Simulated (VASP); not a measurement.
**Mg2Ge: energy against volume**

Mg2Ge (antifluorite, Fm-3m, 21.395 Å³/atom and stress up to 0.05 GPa in the relaxed cell, cube axes along x, y and z) under an equal strain ε along all three axes. PBEsol in VASP (plane waves, PAW), 480 eV, 8×8×8 Γ-centred mesh, Gaussian smearing 0.05 eV; ions are relaxed, or left where forces stay under 0.02 eV/Å, within the symmetry of each cell.

Here V stands for volume and E for E less E0.

| volume (Å³/atom) | E less E0 (meV/atom) | pressure (GPa) |
|---|---|---|
| 19.5268 | ? | ? |
| 20.1370 | 14.74 | 3.73 |
| 20.4468 | 8.35 | 2.72 |
| 20.7597 | 3.83 | 1.77 |
| 21.0759 | 1.07 | 0.88 |
| 21.3952 | 0.00 | 0.05 |
| 21.7177 | 0.54 | -0.73 |
| 22.0435 | 2.63 | -1.46 |
| 22.3725 | 6.17 | -2.14 |
| 22.7047 | 11.11 | -2.77 |

**Question.** Using the third-order Birch-Murnaghan form, a cubic in V^(-2/3), estimate the missing E at V = 19.5268 from the other rows, showing the fit.

**Answer.** With u = V^(-2/3) - 0.130, the rows have u = 0.005105, 0.003736, 0.002389, 0.001062, -0.000245, -0.001533, -0.002802, -0.004052, -0.005284. Least squares gives E = 0.078 + 426.5·u + 477506·u² + 305060·u³. Residuals (row less fit): 0.000, -0.002, 0.004, 0.000, -0.002, -0.005, 0.005, 0.000, -0.002; standard error 0.004 (degrees of freedom: 5). Its minimum lies at u = -0.000447, so V0 = (0.129553)^(-3/2) = 21.45. There d²E/du² = 954200 and d³E/du³ = 1830000, so B0 = (4/9) × 21.45^(-7/3) × 954200 × 0.160218 = 53.2 GPa (the last factor turns the table's units into GPa), and B0' = 4 + (2/3) × 0.129553 × (1830000)/954200 = 4.2. B0' rests on the cubic coefficient alone and has a standard error of 0.1 from these residuals. At the withheld row, u = 0.007905, so E = 0.078 + 426.5 × 0.007905 + 477506 × 0.007905² + 305060 × 0.007905³ = 33.439 meV/atom. The calculation gives 33.37 meV/atom, 0.069 meV/atom below the prediction (0.2 % of the range of E in the table). The row lies outside the fitted rows, so this is an extrapolation. The scatter of the fitted rows lies at the last printed digit.

This level leaves no gap over 0.05 eV at strain -3.00, -2.00, -1.50, -1.00 %. Other structures, which can take over under pressure, weren't tried. The same form fitted to the pressure column gives B0' = 4.1; series where the two differ by over 0.4 aren't shown. Rows are the converged runs of the series near zero and its far end, less any whose ions stayed unrelaxed beside relaxed ones; series whose fitted rows scatter by over a few per cent of the range, as at a crossing or softening among them, aren't shown in this form.
